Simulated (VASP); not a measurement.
Calculation: vdW-DF-cx, VASP's PBE PAW potentials (set 64) (plane waves; VASP). For the first row: Numerical set-up: 520 eV cut-off, 9×9×9 Γ-centred mesh, first-order Methfessel-Paxton smearing of 0.10 eV, potentials Al Au.

```csv
system,energy (eV/atom)
AuAl2 (fluorite),-2.4798
Al (fcc),-2.6303
Au (fcc),-0.9055
```

The references are the elements' solids at the same level; no temperature or zero-point terms are added.  Spin-orbit coupling is left out, which shifts such energies by up to tenths of an eV for the heavy elements here.

### Question
What is the formation energy per atom of AuAl₂?

### Answer
The references average (2×(-2.6303) + 1×(-0.9055))/3 = -2.0554 eV, so the formation energy is -2.4798 − (-2.0554) = -0.424 eV/atom.
